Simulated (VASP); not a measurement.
An input for Ansatz (written as the equivalent of a VASP run, and not itself run):

Ansatz 0.2 input:
```yaml
crystal:
  lattice:
    - [3.8987965, 0.0000000, 0.0000000]
    - [0.0000000, 3.8987965, 0.0000000]
    - [0.0000000, 0.0000000, 3.8987965]
  atoms:
    - { symbol: Ba, position: [0.0000000, 0.0000000, 0.0000000] }
    - { symbol: Hf, position: [0.5000000, 0.5000000, 0.5000000] }
    - { symbol: O, position: [0.5000000, 0.0000000, 0.5000000] }
    - { symbol: O, position: [0.0000000, 0.5000000, 0.5000000] }
    - { symbol: O, position: [0.5000000, 0.5000000, 0.0000000] }
kpoints:
  mp_grid: { grid: [6, 6, 6] }
hamiltonian:
  xc: lda
  pseudopotentials: { kind: paw }
scf:
  occupations: { method: gaussian, width: 0.05 }
  max_iter: 100
relax:
  max_steps: 40
  f_tol: 0.02
  cell: { p_target: 45 }
output: { forces: true, stress: true, eigenvalues: true }
```

Write the VASP files for the same calculation (LDA).

Several could match; the one computed here: 
### INCAR
```
ALGO = Normal
EDIFF = 1E-6
EDIFFG = -0.02
ENCUT = 620
IBRION = 2
ISIF = 3
ISMEAR = 0
LASPH = .TRUE.
LCHARG = .FALSE.
LMAXMIX = 6
LREAL = .FALSE.
LWAVE = .FALSE.
NELM = 100
NSW = 40
PREC = Accurate
PSTRESS = 450
SIGMA = 0.05
SYSTEM = BaHfO3
```

File KPOINTS:
```
Automatic mesh
0
Gamma
6 6 6
```

POSCAR:
```
BaHfO3
1.0
  3.8987964945   0.0000000000   0.0000000000
  0.0000000000   3.8987964945   0.0000000000
  0.0000000000   0.0000000000   3.8987964945
Ba Hf O
1 1 3
Cartesian
  0.0000000000   0.0000000000   0.0000000000
  1.9493982472   1.9493982472   1.9493982472
  1.9493982472   0.0000000000   1.9493982472
  0.0000000000   1.9493982472   1.9493982472
  1.9493982472   1.9493982472   0.0000000000
```

POTCAR, in this order: Ba_sv Hf_pv O (LDA.64 set). Program: vasp_std.

What does not carry over: each code has its own PAW files, so the cut-off isn't converted (ENCUT is set for VASP's; basis.ecutwfc is left out, and Ansatz then takes the one that its files recommend); Ansatz stops its SCF on the density residual and VASP on the energy change (EDIFF); Ansatz's lda is the Perdew-Wang form, while the LDA potentials of VASP carry Perdew-Zunger's.

The compound is BaHfO3 in the cubic perovskite structure. It was relaxed first under an external pressure of 45 GPa.
